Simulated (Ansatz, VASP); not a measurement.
**LaTiH3 in VASP and in Ansatz**

```
CELL_PARAMETERS angstrom
3.95440 0.00000 0.00000
0.00000 3.95440 0.00000
0.00000 0.00000 3.95440
ATOMIC_POSITIONS crystal
La 0.00000 0.00000 0.00000
Ti 0.50000 0.50000 0.50000
H 0.00000 0.50000 0.50000
H 0.50000 0.00000 0.50000
H 0.50000 0.50000 0.00000
```

Change from the starting cell: species swapped into the LuBPd3 type (Pm-3m, No. 221).

Alike in both runs: task relaxation of cell and atoms; functional PBE; k mesh 10 × 10 × 10; occupations gaussian, width 0.1 eV; no spin polarisation.

```csv
,VASP,Ansatz
version,VASP 6.6.1,Ansatz 0.2.0
potentials or method,"VASP PAW PBE potentials, release 64 (La, Ti_sv, H)","scalar-relativistic, plane waves, PAW"
plane-wave cutoff (eV),600,420
valence electrons in the cell,26,26
```

```csv
,VASP,Ansatz,Ansatz less VASP
"gap on the k mesh at the Fermi level, each at its own relaxed structure (eV)",none,none,-
relaxed volume (Å³/atom),11.84,11.85,+0.011
relaxed cell length with the largest relative difference (Å),3.898,3.899,+0.0012
energy change over the relaxation (meV/atom),-6,-5,+0.6
```

A gap of «none» marks a metal or a gap that the smearing closes.

The runs have no spin-orbit coupling, so splittings on La are missing.
